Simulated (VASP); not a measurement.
Method: RPBE GGA, VASP's PBE PAW potentials (set 64) (plane waves; VASP).

VASP input:

### INCAR
```
SYSTEM = K
PREC = Accurate
ENCUT = 520
EDIFF = 1E-7
NELM = 100
ALGO = Normal
LREAL = .FALSE.
LASPH = .TRUE.
ISMEAR = 1
SIGMA = 0.1
GGA = RP
LWAVE = .FALSE.
LCHARG = .FALSE.
ISIF = 2
```

POSCAR:
```
K
1
   -2.6848962136     2.6848962136     2.6848962136
    2.6848962136    -2.6848962136     2.6848962136
    2.6848962136     2.6848962136    -2.6848962136
K
1
Direct
  0.0000000000   0.0000000000   0.0000000000
```

**KPOINTS**
```
Automatic mesh
0
G
  10 10 10
```

POTCAR, in this order: K_sv (PBE.64 set). Program: vasp_std.

Question: What will the output report for the number of irreducible k-points (NKPTS), largest plane-wave count, number of space-group operations, FFT grid (NGX, NGY, NGZ)?

Answer: 
```yaml
number of irreducible k-points (NKPTS): 47
largest_plane_wave_count: 2098
number_of_space_group_operations: 48
FFT grid (NGX, NGY, NGZ): 36 × 36 × 36
```

The compound is K in the bcc structure. This cell is one point of a volume scan, at 0.97 of the reference volume.
